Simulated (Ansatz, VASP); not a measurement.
## Y2CF2 in two plane-wave programs

Aim: how closely do two programs agree when they are given the same cell, functional and k mesh? The structure shown is the start of the Ansatz relaxation below; VASP solves that cell, so the two are compared at the walk's first step.

Program: Ansatz 0.2.0. Level of theory: plane waves, with VASP 6.6.1 beside it; single point at PBE with D3(BJ). Results are calculated unless marked as measured.

## 1. Starting point

The cell holds 5 atoms: 1 C, 2 Y and 2 F. Cell: a = 3.560 Å, b = 3.560 Å, c = 36.200 Å, α = 90.0°, β = 90.0°, γ = 120.0°. It derives from C1F2Y2. Vacuum lies along c.

Coordinates:

```
C Y F
1.0
     3.56000    0.00000    0.00000
    -1.78000    3.08305    0.00000
     0.00000    0.00000   36.20000
C Y F
1 2 2
Cartesian
  0.0000 0.0000 18.1000
  0.0000 2.0554 19.4000
  1.7800 1.0277 16.8000
  1.7800 1.0277 20.3500
  0.0000 2.0554 15.8500
```

## 2. Ansatz: relaxation, PBE with D3(BJ)

Ansatz runs on its default PAW (the set named soft_2) files.

The two programs are compared at the cell with which this relaxation starts, whose forces are those of its first step.

The input, input.yaml:

```yaml
crystal:
  lattice:
    - [3.56, 0.0, 0.0]
    - [-1.78, 3.0830504375, 0.0]
    - [0.0, 0.0, 36.2]
  atoms:
    - { symbol: C, position: [0.0, 0.0, 0.5] }
    - { symbol: "Y", position: [0.3333333333, 0.6666666667, 0.5359116022] }
    - { symbol: "Y", position: [0.6666666667, 0.3333333333, 0.4640883978] }
    - { symbol: F, position: [0.6666666667, 0.3333333333, 0.5621546961] }
    - { symbol: F, position: [0.3333333333, 0.6666666667, 0.4378453039] }
  periodic: [true, true, false]
kpoints:
  mp_grid: { grid: [9, 9, 1] }
hamiltonian:
  xc: pbe
  dispersion: d3bj
scf:
  occupations: { method: fermi_dirac, width: 0.02 }
relax:
  f_tol: 0.01
  max_steps: 100
  cell: {}
```

On the command line:

```sh
$ ansatz run input.yaml --threads 4 --pin off --max-ram 17510MiB --backend cpu --events-out ev --progress --plain --runs-dir out
```

Numbers of over 12 decimals in the logs are rounded to 6 here.

Output:

```text
Engine: ansatz 0.2.0, aarch64-unknown-linux-gnu
Pseudopotentials: kind: paw
Pseudopotential: C, paw, valence charge 4, recommended cutoff 420 eV (normal), C.paw.azcp
Pseudopotential: Y, paw, valence charge 11, recommended cutoff 420 eV (normal), Y.paw.azcp
Pseudopotential: F, paw, valence charge 7, recommended cutoff 420 eV (normal), F.paw.azcp
Functional definition: PBE
  parameter kappa = 0.804
  parameter beta = 0.066725
  exchange = pbe_x(kappa = kappa, mu = beta*pi^2/3)
  correlation = pbe_c(beta = beta)
Crystal: 5 atoms, lattice volume = 397.319 Å³
Basis set: ecut = 420 eV, 7663 PW (Γ), exchange–correlation on 48×48×486 points (8 copies of the dense FFT grid, shifted against one another)
Bands: 25, of which v1, the nominal top of the filled ones, is band 20 counted from 1 (19 counted from 0)
Symmetry: 12 space group operations
Space group: P-3m1 (ITA 164), of the structure as read, at distance tolerance 7.4e-5 Å
k-points: 12 of 81
Non-local potential: C, projectors of the file, l = 0: 2, l = 1: 2, l = 2: 1
Non-local potential: Y, projectors of the file, l = 0: 3, l = 1: 2, l = 2: 2, l = 3: 1
Non-local potential: F, projectors of the file, l = 0: 2, l = 1: 2, l = 2: 1
PAW form: soft (Blöchl's): semilocal exchange-correlation on the pseudo side does not see the compensation charge
PAW one-centre angular grid: C, 110 points (default); XC on 64 Gauss nodes
PAW one-centre angular grid: Y, 590 points (default); XC on 64 Gauss nodes
PAW one-centre angular grid: F, 110 points (default); XC on 64 Gauss nodes
Initial density: superposition of atomic densities (neutral atoms: chi_scale 0, normalization atom), corrected by the library's trained network
Initial wavefunctions: pseudopotential atomic-orbital guess
Functional: x = pbe(κ = 0.804, μ = 0.219515), c = pbe(β = 0.066725)
SCF iter   1: F=—  HF=-9571.752568 eV  |F-HF|=—  |Δ(HF+E_count)|=         —  Δρ=2.28e-3  dr2=1.94e-2  ethr=1.77e-3  ⟨swp⟩=11.0  Hψ=2113  notcnv=0
preconditioner: auto → Resta (q_TF=auto, 1.861 Å⁻¹)  ε∞=1.5  [insulator: Δε(μ)=1.453 eV  Ē_g=14.576 eV  σ=0.020 eV  W_gap=1.00  n_scr=20 (ndim 8)  ℏωp=10.5 eV  f_vac=0.796  D(μ)=0.00/eV (n_scr^D=0)  ε∞_Penn≈1.5  vacuum switching on, ρ_ref=1.5e-2 e/Å³]
SCF iter   2: F=—  HF=-9571.751452 eV  |F-HF|=—  |Δ(HF+E_count)|=   1.12e-3  Δρ=1.16e-3  dr2=5.07e-3  ethr=4.86e-5  ⟨swp⟩=5.2  Hψ=839  notcnv=0  defer=12
SCF iter   3: F=—  HF=-9571.751350 eV  |F-HF|=—  |Δ(HF+E_count)|=   1.02e-4  Δρ=5.91e-4  dr2=1.52e-3  ethr=1.27e-5  ⟨swp⟩=2.3  Hψ=478  notcnv=0  defer=12
SCF iter   4: F=—  HF=-9571.751217 eV  |F-HF|=—  |Δ(HF+E_count)|=   1.33e-4  Δρ=1.80e-4  dr2=1.16e-4  ethr=3.80e-6  ⟨swp⟩=2.9  Hψ=524  notcnv=0  defer=12
SCF iter   5: F=—  HF=-9571.751231 eV  |F-HF|=—  |Δ(HF+E_count)|=   1.44e-5  Δρ=7.34e-5  dr2=1.61e-5  ethr=2.90e-7  ⟨swp⟩=3.1  Hψ=634  notcnv=0  defer=12
SCF iter   6: F=—  HF=-9571.751304 eV  |F-HF|=—  |Δ(HF+E_count)|=   7.24e-5  Δρ=1.72e-5  dr2=8.03e-7  ethr=4.02e-8  ⟨swp⟩=3.4  Hψ=679  notcnv=0  defer=12
SCF iter   7: F=-9571.751307 eV  HF=-9571.751307 eV  |F-HF|=2.43e-8  |Δ(HF+E_count)|=   3.44e-6  Δρ=4.87e-6  dr2=5.11e-8  ethr=2.50e-10  ⟨swp⟩=5.2  Hψ=1712  notcnv=0
SCF 1 converged in 7 iterations: F = -9571.751307 eV  dr2 = 5.11e-8
  greatest PAW one-centre occupation: 0.993 electrons in one spin orbital (limit 2), on the Y atom at site 2 (counted from 0), in its partial waves of l = 0
relax step   1: F+E_penalty+E_count = -9571.75130700 eV  Δ(F+E_penalty+E_count) = +0.000e0 eV  max|allowed force component| = 1.559e0 eV/Å  Δτ_max = 0.0000 Å  P = +5.578 N/m  Ω = 397.319 Å³  fix = [c, alpha, beta]  reactions: c +0.000 N/m  (7 SCF iters, dr2 threshold 1.00e-7 eV, accepted)
[...]
relax step   4: F+E_penalty+E_count = -9572.20076922 eV  Δ(F+E_penalty+E_count) = -4.041e-2 eV  max|allowed force component| = 6.400e-2 eV/Å  Δτ_max = 0.0330 Å  P = +0.101 N/m  Ω = 395.197 Å³  energy of the carried Pulay correction = +9.108e-4 eV  fix = [c, alpha, beta]  reactions: c +0.000 N/m  (7 SCF iters, dr2 threshold 5.00e-7 eV, accepted)
[...]
relax step   5: F+E_penalty+E_count = -9572.20045922 eV  Δ(F+E_penalty+E_count) = +3.100e-4 eV  max|allowed force component| = 2.149e-2 eV/Å  Δτ_max = 0.0092 Å  P = -0.200 N/m  Ω = 396.771 Å³  energy of the carried Pulay correction = +2.349e-4 eV  fix = [c, alpha, beta]  reactions: c -0.000 N/m  (6 SCF iters, dr2 threshold 2.56e-7 eV, accepted)
[...]
relax step   6: F+E_penalty+E_count = -9572.20087745 eV  Δ(F+E_penalty+E_count) = -4.182e-4 eV  max|allowed force component| = 7.375e-3 eV/Å  Δτ_max = 0.0011 Å  P = -0.030 N/m  Ω = 396.113 Å³  energy of the carried Pulay correction = +5.172e-4 eV  fix = [c, alpha, beta]  reactions: c -0.000 N/m  (5 SCF iters, dr2 threshold 4.74e-8 eV, accepted)
[...]
relax step   7: F+E_penalty+E_count = -9572.20039745 eV  Δ(F+E_penalty+E_count) = +4.800e-4 eV  max|allowed force component| = 7.426e-3 eV/Å  Δτ_max = 0.0000 Å  P = -0.036 N/m  Ω = 396.113 Å³  fix = [c, alpha, beta]  reactions: c -0.000 N/m  stress off target by 3.63e-2 N/m on what of the cell is left free  SCF on the basis re-selected at this cell (its energy is not comparable with the rows above)  (6 SCF iters)
basis re-selected at this cell: Δ(F+E_penalty+E_count) = +4.800e-4 eV, ΔP = -0.006 N/m vs the last step (what re-selecting the basis moved, of the pressure what is left beyond the Pulay correction that the steps carried, after the strain that the cell walked since its last selection, with what the two solves' SCF thresholds leave and, on support functions, any second-order correction that the steps lacked; it is no m [...]
SCF converged after 6 iterations
Free energy (F): -9572.200397 eV
Harris-Foulkes:  -9572.200397 eV  (|F-HF|=2.36e-11)
Internal energy: -9572.200397 eV  (E = F + TS)
E sigma→0 (E₀):  -9572.200397 eV
Fermi energy:    -3.717388 eV
--- Per-component energies (eV) ---
  E_band       = -781.628909
  E_kinetic    = 1114.375392
  E_local      = -93530.082083  (includes V_loc(G=0)·N_el)
  E_nonlocal   = 272.408144
  E_hartree    = 46136.289115
  E_xc         = -557.734144
  E_vxc        = -666.683598  (∫ρ·V_xc dr)
  E_paw        = -6150.187345  (= ΣΔE_a)
  E_vpaw       = -244.229102  (= ΣTr[D̂ρ^β])
  E_aug_tail   = 0.004139  (compensation charges beyond the density's cutoff)
  E_ewald      = 43143.488281
  E_disp       = -0.761897  (pairwise vdW)
  E_smearing   = -0.000000  (= −TS)
  E_closure    = -0.000000  (closes the sum)
  Σ components = -9572.200397   (vs F -9572.200397, Δ=0.00e0)
--- Forces (eV/Å), atoms counted from 1 ---
  atom   1  C      0.00000000    -0.00000000     0.00000000
  atom   2  Y      0.00000000    -0.00000000    -0.00742629
  atom   3  Y      0.00000000     0.00000000     0.00742629
  atom   4  F     -0.00000000    -0.00000000    -0.00113529
  atom   5  F     -0.00000000     0.00000000     0.00113529
  max |Σ_I F_I| component: 1.73e-18 eV/Å
--- 2D stress c σ (N/m, compression-positive) ---
       -0.036295       0.000000      -0.000000
        0.000000      -0.036295       0.000000
       -0.000000       0.000000      -0.000000
  P = ½ c Tr σ = -0.0363 N/m
--- Relaxed structure (6 steps of the walk, 6 accepted, 1 SCFs on fresh bases) ---
  F+E_penalty+E_count = -9572.20039745 eV   max|allowed force component| = 7.426e-3 eV/Å   (the final SCF, on the basis selected at the relaxed cell)
  cell:  # Å, volume = 396.1126 Å³
    - [3.554592, 0, 0]
    - [-1.777296, 3.078367, 0]
    - [0, 0, 36.2]
  atoms:
    - { symbol: C, position: [0, 0, 0.5] }
    - { symbol: Y, position: [0.333333, 0.666667, 0.537878] }
    - { symbol: Y, position: [0.666667, 0.333333, 0.462122] }
    - { symbol: F, position: [0.666667, 0.333333, 0.570358] }
    - { symbol: F, position: [0.333333, 0.666667, 0.429642] }
```

In the SCF lines HF is the Harris–Foulkes energy and dr2 the Hartree energy of the density residual, in eV; the loop may stop once dr2 is under the threshold and the program's other checks hold. Hψ counts applications of the Hamiltonian.

## 3. VASP: single point, PBE with D3(BJ), start cell

The same cell, functional, mesh and smearing now go to VASP, with its own data sets.

Lines of VASP's logs that name or quote its potential files are left out, and so is its time.

The input, INCAR:

```
SYSTEM = Y2CF2
PREC = Accurate
ENCUT = 520
EDIFF = 1E-06
NELM = 120
ISMEAR = -1
SIGMA = 0.02
LREAL = .FALSE.
ALGO = Normal
GGA = PE
IVDW = 12
NBANDS = 26
LASPH = .TRUE.
LORBIT = 11
LWAVE = .FALSE.
LCHARG = .FALSE.
ISIF = 2
LDIPOL = .TRUE.
IDIPOL = 3
DIPOL = 0.5 0.5 0.5
LVHAR = .TRUE.
GGA_COMPAT = .FALSE.
EFERMI = MIDGAP
NELMDL = -8
KPAR = 2
```

The input, POSCAR:

```
Y2CF2
1.0
    3.5600000000      0.0000000000      0.0000000000
   -1.7800000000      3.0830500000      0.0000000000
    0.0000000000      0.0000000000     36.2000000000
C Y F
1 2 2
Direct
    0.0000000000      0.0000000000      0.5000000000
    0.3333333874      0.6666667748      0.5359116022
    0.6666666126      0.3333332252      0.4640883978
    0.6666666126      0.3333332252      0.5621546961
    0.3333333874      0.6666667748      0.4378453039
```

The input, KPOINTS:

```
Automatic mesh
0
Gamma
9 9 1
0 0 0
```

PAW data sets: C, Y_sv and F (PBE family, release 64).

On the command line:

```sh
$ mpirun -np 2 vasp_std
```

Output:

```text
[banner, memory and clock lines left out]
running    2 mpi-ranks, on    1 nodes
 distrk:  each k-point on    1 cores,    2 groups
 distr:  one band on    1 cores,    1 groups

 POSCAR found type information on POSCAR C Y F
 POSCAR found :  3 types and       5 ions
 LDA part: xc-table for (Slater+PW92), standard interpolation
 POSCAR, INCAR and KPOINTS ok, starting setup
 FFT: planning ... GRIDC
 FFT: planning ... GRID_SOFT
 FFT: planning ... GRID
 WAVECAR not read
 entering main loop
       N       E                     dE             d eps       ncg     rms          rms(c)
DAV:   1     0.310963516027E+03    0.31096E+03   -0.18560E+04   824   0.120E+03
DAV:   2     0.169903960293E+00   -0.31079E+03   -0.30529E+03   840   0.300E+02
DAV:   3    -0.430525582729E+02   -0.43222E+02   -0.43027E+02   838   0.103E+02
DAV:   4    -0.458221987865E+02   -0.27696E+01   -0.27642E+01  1054   0.225E+01
DAV:   5    -0.458758345521E+02   -0.53636E-01   -0.53627E-01   888   0.325E+00
DAV:   6    -0.458772550108E+02   -0.14205E-02   -0.14204E-02   960   0.492E-01
DAV:   7    -0.458772927751E+02   -0.37764E-04   -0.37764E-04   920   0.733E-02
DAV:   8    -0.458772934173E+02   -0.64217E-06   -0.64208E-06   864   0.102E-02    0.510E+01
DAV:   9    -0.376855826036E+02    0.81917E+01   -0.48004E+01   690   0.289E+01    0.451E+01
DAV:  10    -0.374757205827E+02    0.20986E+00   -0.27377E+00   840   0.833E+00    0.206E+01
DAV:  11    -0.373208573856E+02    0.15486E+00   -0.35349E-01   872   0.348E+00    0.109E+00
DAV:  12    -0.372928528024E+02    0.28005E-01   -0.10614E-01   856   0.134E+00    0.627E-01
DAV:  13    -0.372752898960E+02    0.17563E-01   -0.18714E-02   902   0.645E-01    0.325E-01
DAV:  14    -0.372591591906E+02    0.16131E-01   -0.14036E-02   832   0.624E-01    0.374E-01
[...]
DAV:  20    -0.372567933774E+02   -0.34537E-03   -0.30790E-05   764   0.239E-02    0.116E-02
DAV:  21    -0.372570621426E+02   -0.26877E-03   -0.22391E-05   682   0.173E-02    0.639E-03
DAV:  22    -0.372572994292E+02   -0.23729E-03   -0.20183E-05   656   0.110E-02    0.551E-03
DAV:  23    -0.372573731156E+02   -0.73686E-04   -0.46987E-06   606   0.648E-03    0.154E-03
DAV:  24    -0.372574387729E+02   -0.65657E-04   -0.68619E-06   608   0.465E-03    0.109E-03
DAV:  25    -0.372574466250E+02   -0.78521E-05   -0.36087E-07   620   0.143E-03    0.720E-04
DAV:  26    -0.372574552570E+02   -0.86319E-05   -0.38529E-07   542   0.150E-03    0.130E-03
DAV:  27    -0.372574561752E+02   -0.91827E-06   -0.44734E-08   612   0.917E-04
   1 F= -.38042288E+02 E0= -.38042288E+02  d E =-.863806E-17
```

From OUTCAR (step 3):

```text
ion  position               nearest neighbor table
   1  0.000  0.000  0.500-   3 2.43   2 2.43   3 2.43   2 2.43   3 2.43   2 2.43
   2  0.333  0.667  0.536-   4 2.26   4 2.26   4 2.26   1 2.43   1 2.43   1 2.43   3 3.31   3 3.31
                             3 3.31
   3  0.667  0.333  0.464-   5 2.26   5 2.26   5 2.26   1 2.43   1 2.43   1 2.43   2 3.31   2 3.31
                             2 3.31
   4  0.667  0.333  0.562-   2 2.26   2 2.26   2 2.26
   5  0.333  0.667  0.438-   3 2.26   3 2.26   3 2.26

  LATTYP: Found a hexagonal cell.
 ALAT       =     3.5600000000
 C/A-ratio  =    10.1685393258

 Subroutine GETGRP returns: Found 12 space group operations
 (whereof 12 operations were pure point group operations)

The static configuration has the point symmetry D_3d.

 Found     12 irreducible k-points:

   k-points           NKPTS =     12   k-points in BZ     NKDIM =     12   number of bands    NBANDS=     26

   dimension x,y,z NGX =    28 NGY =   28 NGZ =  270
   dimension x,y,z NGXF=    56 NGYF=   56 NGZF=  540

   ENCUT  =  520.0 eV  38.22 Ry    6.18 a.u.   6.62  6.62 67.31*2*pi/ulx,y,z

   NELECT =      40.0000    total number of electrons

 k-points in reciprocal lattice and weights: Automatic mesh
   0.00000000  0.00000000  0.00000000       0.012
   0.11111111  0.00000000  0.00000000       0.074
   0.22222222 -0.00000000  0.00000000       0.074
   0.33333333  0.00000000  0.00000000       0.074
   0.44444444 -0.00000000  0.00000000       0.074
   0.11111111  0.11111111  0.00000000       0.074
   0.22222222  0.11111111  0.00000000       0.148
   0.33333333  0.11111111  0.00000000       0.148
   0.44444444  0.11111111  0.00000000       0.074
   0.22222222  0.22222222  0.00000000       0.074
   0.33333333  0.22222222  0.00000000       0.148
   0.33333333  0.33333333  0.00000000       0.025

 dipolmoment           0.000000      0.000000      0.000000 electrons x Angstroem

 average (electrostatic) potential at core
       1 -53.7690       2 -41.1247       3 -41.1247       4 -83.0394       5 -83.0394

 E-fermi :  -1.1215

 k-point     1 :       0.0000    0.0000    0.0000
  band No.  band energies     occupation
    ...
     16      -8.5424      2.00000
     17      -7.9805      2.00000
     18      -3.1475      2.00000
     19      -1.8640      2.00000
     20      -1.8640      2.00000
     21       0.1458      0.00000
     22       0.3104      0.00000
     23       1.2339      0.00000
     24       1.2339      0.00000
     25       1.2774      0.00000
    ...

 k-point     2 :       0.1111    0.0000    0.0000
  band No.  band energies     occupation
    ...
     16      -8.4637      2.00000
     17      -7.9107      2.00000
     18      -2.9799      2.00000
     19      -2.2421      2.00000
     20      -1.9440      2.00000
     21       0.3580      0.00000
     22       0.4337      0.00000
     23       1.0590      0.00000
     24       1.4751      0.00000
     25       1.5021      0.00000
    ...

 k-point     3 :       0.2222   -0.0000    0.0000
  band No.  band energies     occupation
    ...
     16      -8.2866      2.00000
     17      -7.8845      2.00000
     18      -2.9028      2.00000
     19      -2.5588      2.00000
     20      -2.0734      2.00000
     21       0.3350      0.00000
     22       0.8541      0.00000
     23       1.0025      0.00000
     24       1.9861      0.00000
     25       2.0651      0.00000
    ...

 Edisp (eV)   -0.78483

  Total       3.75223     3.75223     6.76572    -0.00000     0.00000     0.00000
  in kB      15.13077    15.13077    27.28257    -0.00000     0.00000     0.00000
  external pressure =       19.18 kB  Pullay stress =        0.00 kB

  energy-cutoff  :      520.00
  volume of cell :      397.32
      direct lattice vectors                 reciprocal lattice vectors
     3.560000000  0.000000000  0.000000000     0.280898876  0.162177065  0.000000000
    -1.780000000  3.083050000  0.000000000     0.000000000  0.324354130  0.000000000
     0.000000000  0.000000000 36.200000000     0.000000000  0.000000000  0.027624309

 POSITION                                       TOTAL-FORCE (eV/Angst)
 -----------------------------------------------------------------------------------
      0.00000      0.00000     18.10000        -0.000000     -0.000000      0.000000
      0.00000      2.05537     19.40000         0.000000      0.000000     -0.063067
      1.78000      1.02768     16.80000        -0.000000     -0.000000      0.063067
      1.78000      1.02768     20.35000        -0.000000     -0.000000      1.560392
      0.00000      2.05537     15.85000        -0.000000      0.000000     -1.560392
 -----------------------------------------------------------------------------------
    total drift:                               -0.000000      0.000000     -0.000000

  FREE ENERGIE OF THE ION-ELECTRON SYSTEM (eV)
  ---------------------------------------------------
  free  energy   TOTEN  =       -38.0422875034 eV

  energy  without entropy=      -38.0422875034  energy(sigma->0) =      -38.04228750

 vacuum level on the upper side and lower side of the slab         1.302         1.302

 total charge
# of ion       s       p       d       f       tot
--------------------------------------------------
    1        0.870   1.501   0.000   0.000   2.371
    2        2.209   6.509   1.123   0.113   9.953
    3        2.209   6.509   1.123   0.113   9.953
    4        1.740   4.388   0.000   0.000   6.128
    5        1.740   4.388   0.000   0.000   6.128
--------------------------------------------------
tot          8.767  23.295   2.246   0.226  34.533

[... 3 further parts left out ...]
```

The gap is read on the k-mesh alone, so it is an upper bound where the band edges lie off the mesh.

## 4. Differences

Known differences besides the potentials themselves: Ansatz cuts the interaction across the vacuum, VASP repeats the sheet with a dipole correction; the cutoff is 420 eV in Ansatz and 520 eV in VASP. Total energies have different zeros and are not compared.

Forces (eV/Å; atoms numbered as in POSCAR):

```tsv
atom	Ansatz x, y, z	VASP x, y, z
C1	0.000, 0.000, 0.000	0.000, 0.000, 0.000
Y2	0.000, 0.000, -0.054	0.000, 0.000, -0.063
Y3	0.000, 0.000, 0.054	0.000, 0.000, 0.063
F4	0.000, 0.000, 1.559	0.000, 0.000, 1.560
F5	0.000, 0.000, -1.559	0.000, 0.000, -1.560
```

The forces differ by 3.2 meV/Å r.m.s., which is 0.6 % of the r.m.s. force of 0.570 eV/Å (both taken over all components). With vacuum in the cell, a pressure given here is an average over mostly empty space and none of the material.

## 5. Summary of results

```json
{
 "r.m.s. force difference (single point, PBE with D3(BJ), start cell)": "0.56 % of the r.m.s. force"
}
```

**Reading.** The r.m.s. force difference is 0.56 % of the r.m.s. force (single point, PBE with D3(BJ), start cell), within the 3 % picked in this series as the mark of a large difference. 1 further run of this series is not shown here. Such differences can come from data sets, numerical settings and the points named under the comparisons, not from the functional's error against experiment.

[Lines on the potential files, build, host, timing and source positions are cut from VASP's logs without a mark.]

[Logs are printed without paths, hosts, clocks, repeated set-up lines and the standing remarks that a program may print on its own settings, such as how far it seeks lower states.]

[Hosts, paths, dates, database ids (printed as entryN), source tags and the programs' standing remarks are cut or masked in the printed files.]
